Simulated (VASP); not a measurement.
Given:

```xyz
3
Lattice="0.0000 3.3536 3.3536 3.3536 0.0000 3.3536 3.3536 3.3536 0.0000" Properties=species:S:1:pos:R:3 pbc="T T T"
Mo     0.0000     0.0000     0.0000
Te     1.6768     1.6768     1.6768
Te     5.0304     5.0304     5.0304
```

The numbers are results of PBE GGA, VASP's PBE PAW potentials (set 64) (plane waves; VASP), not measurements. Settings: 400 eV cut-off, 5×5×5 Γ-centred mesh, Gaussian smearing of 0.050 eV, potentials Mo_sv Te.

### Question
Give the stress tensor in GPa (positive for a compressed cell).

### Answer

```
-2.93   0.00   0.00
 0.00  -2.93   0.00
 0.00   0.00  -2.93
```
The pressure is its mean diagonal, -2.93 GPa.

The structure was generated: Te2Mo was put into the fluorite type (Fm-3m), which need not be its known phase. The cell was not relaxed at this level. The k-mesh is coarse (spacing up to 0.32 per Å, 2π included), so the numbers may not be converged in it.
